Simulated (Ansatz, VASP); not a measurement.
# Cross-check of PtSe2 (1T-PtSe2 5 layers, AA) between VASP and Ansatz

Wanted: the spread between two codes on one cell, functional and k mesh. The structure shown is the start of the Ansatz relaxation below; VASP solves that cell, so the two are compared at the walk's first step.

Calculated with Ansatz 0.2.0; plane waves, with VASP 6.6.1 beside it; single point at PBE with D3(BJ).

### 1. The starting structure

The cell holds 15 atoms: 10 Se and 5 Pt. Its edges and angles: a = 3.750 Å, b = 3.750 Å, c = 78.439 Å, α = 90.0°, β = 90.0°, γ = 120.0°. Vacuum lies along c.

### 2. Ansatz: relaxation, PBE with D3(BJ)

Ansatz runs on its default PAW (the set named soft_2) files.

The two programs are compared at the cell with which this relaxation starts, whose forces are those of its first step.

Contents of input.yaml:

```yaml
crystal:
  lattice:
    - [3.75, 0.0, 0.0]
    - [-1.875, 3.2475952642, 0.0]
    - [0.0, 0.0, 78.4385889786]
  atoms:
    - { symbol: Se, position: [0.6666666667, 0.3333333333, 0.3486804181] }
    - { symbol: Pt, position: [0.0, 0.0, 0.363135789] }
    - { symbol: Se, position: [0.3333333333, 0.6666666667, 0.3775911599] }
    - { symbol: Se, position: [0.6666666667, 0.3333333333, 0.4171125236] }
    - { symbol: Pt, position: [0.0, 0.0, 0.4315678945] }
    - { symbol: Se, position: [0.3333333333, 0.6666666667, 0.4460232655] }
    - { symbol: Se, position: [0.6666666667, 0.3333333333, 0.4855446291] }
    - { symbol: Pt, position: [0.0, 0.0, 0.5] }
    - { symbol: Se, position: [0.3333333333, 0.6666666667, 0.5144553709] }
    - { symbol: Se, position: [0.6666666667, 0.3333333333, 0.5539767345] }
    - { symbol: Pt, position: [0.0, 0.0, 0.5684321055] }
    - { symbol: Se, position: [0.3333333333, 0.6666666667, 0.5828874764] }
    - { symbol: Se, position: [0.6666666667, 0.3333333333, 0.6224088401] }
    - { symbol: Pt, position: [0.0, 0.0, 0.636864211] }
    - { symbol: Se, position: [0.3333333333, 0.6666666667, 0.6513195819] }
  periodic: [true, true, false]
kpoints:
  mp_grid: { grid: [12, 12, 1] }
hamiltonian:
  xc: pbe
  dispersion: d3bj
scf:
  occupations: { method: fermi_dirac, width: 0.05 }
  convergence: { dr2_threshold: 1.0e-09 }
relax:
  f_tol: 0.004
  max_steps: 90
  cell: {}
output:
  write_potential: true
  write_density: true
  volumetric_format: npy
```

Started as:

```bash
$ ansatz run input.yaml --threads 4 --pin off --max-ram 16384MiB --backend cpu --events-out ev --progress --plain --runs-dir out
```

Numbers of over 12 decimals in the logs are rounded to 6 here.

Output:

```text
Warning: relax.cell: scf.convergence.dr2_threshold = 1e-9 eV is looser than the 1.3177633604e-10 eV advised for a relaxation that steers and ends on the stress (1e-10 eV for each atom of the cell: 15, times the square of relax.cell.stress_2d_tol = 0.05 N/m over 33.7 Å (the atoms' height at the walk's start and 5 Å past either face), 1.482e-2 GPa, over a crystal's default 0.05). What an SCF threshold leaves in a stress goes as its square root, and in the free energy as the threshold itself, and one threshold admits the most on a small cell: [figures from the program's tests cut] Set scf.convergence.dr2_threshold to 1.3177633604e-10 eV or tighter. [rest of the remark cut]
Engine: ansatz 0.2.0, aarch64-unknown-linux-gnu
Pseudopotentials: kind: paw
Pseudopotential: Se, paw, valence charge 16, recommended cutoff 420 eV (normal), Se.paw.azcp
Pseudopotential: Pt, paw, valence charge 18, recommended cutoff 420 eV (normal), Pt.paw.azcp
Functional definition: PBE
  parameter kappa = 0.804
  parameter beta = 0.066725
  exchange = pbe_x(kappa = kappa, mu = beta*pi^2/3)
  correlation = pbe_c(beta = beta)
Crystal: 15 atoms, lattice volume = 955.263 Å³
Basis set: ecut = 420 eV, 18767 PW (Γ), exchange–correlation on 54×54×1080 points (8 copies of the dense FFT grid, shifted against one another)
Bands: 150, of which v1, the nominal top of the filled ones, is band 125 counted from 1 (124 counted from 0)
Symmetry: 12 space group operations
Space group: P-3m1 (ITA 164), of the structure as read, at distance tolerance 9.8e-5 Å
k-points: 19 of 144
Non-local potential: Se, projectors of the file, l = 0: 2, l = 1: 2, l = 2: 3, l = 3: 1
Non-local potential: Pt, projectors of the file, l = 0: 3, l = 1: 2, l = 2: 2, l = 3: 1
PAW form: soft (Blöchl's): semilocal exchange-correlation on the pseudo side does not see the compensation charge
PAW one-centre angular grid: Se, 590 points (default); XC on 64 Gauss nodes
PAW one-centre angular grid: Pt, 590 points (default); XC on 64 Gauss nodes
Initial density: superposition of atomic densities (neutral atoms: chi_scale 0, normalization atom), corrected by the library's trained network
Initial wavefunctions: pseudopotential atomic-orbital guess
Functional: x = pbe(κ = 0.804, μ = 0.219515), c = pbe(β = 0.066725)
SCF iter   1: F=—  HF=-117316.132271 eV  |F-HF|=—  |Δ(HF+E_count)|=         —  Δρ=1.94e-3  dr2=7.16e-2  ethr=1.77e-3  ⟨swp⟩=11.4  Hψ=14930  notcnv=0  defer=107
preconditioner: auto → LDOS  [insulator: Δε(μ)=0.381 eV  Ē_g=10.177 eV  σ=0.050 eV  W_gap=0.95  n_scr=204 (ndim 8)  ℏωp=12.6 eV  f_vac=0.660  D(μ)=0.14/eV (n_scr^D=4)  ε∞_Penn≈2.5  β→1.0]
SCF iter   2: F=—  HF=-117316.118439 eV  |F-HF|=—  |Δ(HF+E_count)|=   1.38e-2  Δρ=1.93e-3  dr2=2.23e-1  ethr=2.86e-5  ⟨swp⟩=4.1  Hψ=8155  notcnv=0  defer=261
SCF iter   3: F=—  HF=-117316.094190 eV  |F-HF|=—  |Δ(HF+E_count)|=   2.42e-2  Δρ=1.21e-3  dr2=1.24e-1  ethr=2.86e-5  ⟨swp⟩=3.4  Hψ=5018  notcnv=0  defer=261
SCF iter   4: F=—  HF=-117316.081791 eV  |F-HF|=—  |Δ(HF+E_count)|=   1.24e-2  Δρ=2.78e-4  dr2=3.92e-3  ethr=2.86e-5  ⟨swp⟩=2.7  Hψ=3697  notcnv=0  defer=261
SCF iter   5: F=—  HF=-117316.081160 eV  |F-HF|=—  |Δ(HF+E_count)|=   6.31e-4  Δρ=1.39e-4  dr2=6.96e-4  ethr=1.57e-6  ⟨swp⟩=3.0  Hψ=4430  notcnv=0  defer=261
SCF iter   6: F=—  HF=-117316.081072 eV  |F-HF|=—  |Δ(HF+E_count)|=   8.77e-5  Δρ=3.18e-5  dr2=2.37e-5  ethr=2.78e-7  ⟨swp⟩=3.0  Hψ=4252  notcnv=0  defer=261
SCF iter   7: F=—  HF=-117316.081024 eV  |F-HF|=—  |Δ(HF+E_count)|=   4.84e-5  Δρ=8.15e-6  dr2=1.66e-6  ethr=9.48e-9  ⟨swp⟩=3.3  Hψ=5329  notcnv=0  defer=261
SCF iter   8: F=—  HF=-117316.081577 eV  |F-HF|=—  |Δ(HF+E_count)|=   5.53e-4  Δρ=2.99e-6  dr2=3.21e-7  ethr=6.62e-10  ⟨swp⟩=3.7  Hψ=6249  notcnv=0  defer=261
SCF iter   9: F=—  HF=-117316.081577 eV  |F-HF|=—  |Δ(HF+E_count)|=   7.50e-8  Δρ=1.70e-6  dr2=5.87e-8  ethr=1.29e-10  ⟨swp⟩=3.0  Hψ=4196  notcnv=0  defer=261
SCF iter  10: F=—  HF=-117316.081577 eV  |F-HF|=—  |Δ(HF+E_count)|=   1.35e-8  Δρ=5.70e-7  dr2=2.03e-9  ethr=2.35e-11  ⟨swp⟩=3.1  Hψ=4407  notcnv=0  defer=261
SCF iter  11: F=—  HF=-117316.081577 eV  |F-HF|=—  |Δ(HF+E_count)|=   8.88e-9  Δρ=2.97e-7  dr2=1.03e-9  ethr=1.00e-12  ⟨swp⟩=11.7  Hψ=20206  notcnv=0
SCF iter  12: F=-117316.081577 eV  HF=-117316.081577 eV  |F-HF|=1.11e-8  |Δ(HF+E_count)|=   1.40e-9  Δρ=9.58e-8  dr2=1.17e-10  ethr=1.00e-12  ⟨swp⟩=9.6  Hψ=16410  notcnv=0
[...]
atom   6  Se    -0.00000000     0.00000000     0.00023923
  atom   7  Se     0.00000000    -0.00000000    -0.00002602
  atom   8  Pt     0.00000000     0.00000000     0.00000000
  atom   9  Se    -0.00000000     0.00000000     0.00002602
  atom  10  Se     0.00000000    -0.00000000    -0.00023923
  atom  11  Pt    -0.00000000    -0.00000000     0.00013269
  atom  12  Se    -0.00000000     0.00000000     0.00002018
  atom  13  Se     0.00000000    -0.00000000    -0.00018492
  atom  14  Pt     0.00000000    -0.00000000    -0.00017853
  atom  15  Se    -0.00000000     0.00000000     0.00033033
  max |Σ_I F_I| component: 2.24e-18 eV/Å
--- 2D stress c σ (N/m, compression-positive) ---
       -0.010558      -0.000000      -0.000000
        0.000000      -0.010558      -0.000000
       -0.000000      -0.000000      -0.000000
  P = ½ c Tr σ = -0.0106 N/m
--- Band table (eV; the first three rows and the last of 19) ---
  k-point 0: bands = [... 121 lower, -5.7736, -5.5984, -4.9038, -4.2940, -3.5732, -3.5732, -3.2862, -3.2862, ... 21 higher]
  k-point 1: bands = [... 121 lower, -5.4269, -5.0770, -4.8223, -4.5701, -3.7181, -3.7180, -3.4816, -3.4020, ... 21 higher]
  k-point 2: bands = [... 121 lower, -5.7288, -5.3453, -5.0560, -4.7467, -4.0376, -3.9619, -3.9041, -3.8669, ... 21 higher]
  k-point 18: bands = [... 121 lower, -6.6788, -6.6788, -6.4928, -6.4928, -4.6944, -4.6944, -4.2854, -4.2854, ... 21 higher]
  the weakly bound empty levels are not read free of the cell's end (no_gap_told)
--- Relaxed structure (11 steps of the walk, 10 accepted, 1 SCFs on fresh bases) ---
  F+E_penalty+E_count = -117318.11138498 eV   max|allowed force component| = 3.303e-4 eV/Å   (the final SCF, on the basis selected at the relaxed cell)
  cell:  # Å, volume = 959.0620 Å³
    - [3.757449, 0.0, 0]
    - [-1.878725, 3.254047, 0]
    - [0, 0, 78.4385889786]
  atoms:
    - { symbol: Se, position: [0.666667, 0.333333, 0.359431] }
    - { symbol: Pt, position: [3.48130677874819e-17, 0, 0.376118] }
    - { symbol: Se, position: [0.333333, 0.666667, 0.392390] }
    - { symbol: Se, position: [0.666667, 0.333333, 0.421777] }
    - { symbol: Pt, position: [1.7753983875016127e-17, 0, 0.438189] }
    - { symbol: Se, position: [0.333333, 0.666667, 0.454613] }
    - { symbol: Se, position: [0.666667, 0.333333, 0.483572] }
    - { symbol: Pt, position: [0, 0, 0.5] }
    - { symbol: Se, position: [0.333333, 0.666667, 0.516428] }
    - { symbol: Se, position: [0.666667, 0.333333, 0.545387] }
    - { symbol: Pt, position: [-1.7753983875016118e-17, 0, 0.561811] }
    - { symbol: Se, position: [0.333333, 0.666667, 0.578223] }
    - { symbol: Se, position: [0.666667, 0.333333, 0.607610] }
    - { symbol: Pt, position: [-3.481306778748189e-17, 0, 0.623882] }
    - { symbol: Se, position: [0.333333, 0.666667, 0.640569] }
```

Reading the cycles: dr2 is the Hartree energy of the density residual (eV), the measure of convergence; HF is the Harris–Foulkes estimate of the energy, which meets the free energy F at convergence.

(Part 1 of 2 ends here.)

[Lines on the potential files, build, host, timing and source positions are cut from VASP's logs without a mark.]

[Logs are printed without paths, hosts, clocks, repeated set-up lines and the standing remarks that a program may print on its own settings, such as how far it seeks lower states.]

[Hosts, paths, dates, database ids (printed as entryN), source tags and the programs' standing remarks are cut or masked in the printed files.]
